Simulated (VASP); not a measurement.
Level of theory: PBE GGA, VASP's PBE PAW potentials (set 64) (plane waves; VASP).

Input for VASP

**KPOINTS**
```
Automatic mesh
0
Gamma
3 3 3
0 0 0
```

**INCAR**
```
ALGO = Normal
EDIFF = 1E-6
ENCUT = 400
GGA = PE
ISIF = 2
ISMEAR = -1
LASPH = T
LCHARG = F
LREAL = F
LWAVE = F
NELM = 100
PREC = Accurate
SIGMA = 0.1
SYSTEM = B
```

### POSCAR
```
B
1.8371280
  1.0000000000   0.0000000000   0.0000000000
  0.0000000000   1.0000000000   0.0000000000
  0.0000000000   0.0000000000   1.0000000000
B
1
Direct
  0.0000000000   0.0000000000   0.0000000000
```

POTCAR, in this order: B (PBE.64 set). Program: vasp_std.

The resulting files:

**OSZICAR**
```
       N       E                     dE             d eps       ncg     rms          rms(c)
DAV:   1    -0.347439247397E+01   -0.34744E+01   -0.89425E+02    40   0.333E+02
DAV:   2    -0.482611398498E+01   -0.13517E+01   -0.13517E+01    55   0.444E+01
DAV:   3    -0.482765393568E+01   -0.15400E-02   -0.15400E-02    40   0.151E+00
DAV:   4    -0.482765405946E+01   -0.12378E-06   -0.12421E-06    65   0.139E-02
DAV:   5    -0.482765405988E+01   -0.42597E-09   -0.46451E-11    35   0.674E-05    0.173E+00
DAV:   6    -0.481039618083E+01    0.17258E-01   -0.49428E-03    40   0.672E-01    0.106E+00
DAV:   7    -0.480338845799E+01    0.70077E-02   -0.75888E-03    40   0.860E-01    0.775E-02
DAV:   8    -0.480341535913E+01   -0.26901E-04   -0.43314E-05    40   0.713E-02    0.111E-02
DAV:   9    -0.480341377375E+01    0.15854E-05   -0.42417E-06    40   0.209E-02    0.377E-03
DAV:  10    -0.480341392871E+01   -0.15495E-06   -0.42840E-08    20   0.253E-03
   1 F= -.48034139E+01 E0= -.47739694E+01  d E =-.588891E-01
```

File OUTCAR:
```
------------------------ aborting loop because EDIFF is reached ----------------------------------------
  FORCE on cell =-STRESS in cart. coord.  units (eV):
  Direction    XX          YY          ZZ          XY          YZ          ZX
  --------------------------------------------------------------------------------------
  Total        1.3005760      1.3005760      1.3005760     -0.0000000      0.0000000     -0.0000000
  in kB      336.0687107    336.0687107    336.0687107     -0.0000000      0.0000000     -0.0000000
  external PRESSURE =     336.0687107 kB  Pullay stress =       0.0000000 kB
  volume of cell :        6.20
      direct lattice vectors                 reciprocal lattice vectors
     1.837128000  0.000000000  0.000000000     0.544327886  0.000000000  0.000000000
     0.000000000  1.837128000  0.000000000     0.000000000  0.544327886  0.000000000
     0.000000000  0.000000000  1.837128000     0.000000000  0.000000000  0.544327886
 POSITION                                       TOTAL-FORCE (eV/Angst)
 -----------------------------------------------------------------------------------
      0.00000      0.00000      0.00000         0.000000      0.000000      0.000000
 -----------------------------------------------------------------------------------
    total drift:                               -0.000000      0.000000     -0.000000
  FREE ENERGIE OF THE ION-ELECTRON SYSTEM (eV)
  ---------------------------------------------------
  free  energy   TOTEN  =        -4.8034139287 eV

  energy  without entropy=       -4.7445247966  energy(sigma->0) =       -4.77396936
```
(Selected blocks of OUTCAR.)

At this cut-off the stress carries a Pulay error, which pulls relaxed volumes low.

The structure was generated: B was put into an ordered model structure, which need not be its known phase. The cell was not relaxed at this level. The k-mesh is coarse (spacing up to 1.14 per Å, 2π included), so the numbers may not be converged in it. The run is one of a series of settings (KPOINTS 3×3×3 Γ-centred mesh against the base run), some of them coarse on purpose.
